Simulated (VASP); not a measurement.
Sn3Se:

```
Sn Se
1.0
     0.00000    3.73314    3.73314
     3.73314    0.00000    3.73314
     3.73314    3.73314    0.00000
Sn Se
3 1
Direct
  0.50000 0.50000 0.50000
  0.75000 0.75000 0.75000
  0.25000 0.25000 0.25000
  0.00000 0.00000 0.00000
```

The cell comes from a database or a generator and needn't be the stable form of this composition.

* Program: VASP 6.6.1
* Task: single point
* Functional: PBEsol
* Potentials or basis: VASP PAW PBE potentials, release 64 (Sn_d, Se)
* Cutoff: 520 eV
* k mesh: 6 × 6 × 6
* Occupations: fermi-dirac, width 0.05 eV
* Spin: no spin polarisation

On this cell: pressure -3.2 GPa; largest force zero by symmetry; band gap on the k mesh none (metal or under the smearing width).

The same run follows on a disturbed copy (atoms moved at random, drawn with an rms of 0.05 Å):

```
Sn Se
1.0
     0.00000    3.73314    3.73314
     3.73314    0.00000    3.73314
     3.73314    3.73314    0.00000
Sn Se
3 1
Cartesian
  3.7317 3.7744 3.7167
  5.5948 5.6133 5.5962
  1.8539 1.8705 1.8583
  -0.0082 -0.0265 -0.0237
```

What changes?

The energy (extrapolated to zero smearing) moves by +0.9 meV/atom; pressure -3.2 GPa; largest force 0.135 eV/Å; band gap on the k mesh none (metal or under the smearing width).

Forces in eV/Å, atoms in the order of the input:
```
Sn  -0.017 -0.134 -0.003
Sn  -0.004  0.023  0.002
Sn   0.009  0.033  0.005
Se   0.012  0.077 -0.004
```

Caveats: the PAW data sets were made with another functional, which shifts forces and pressure a little.
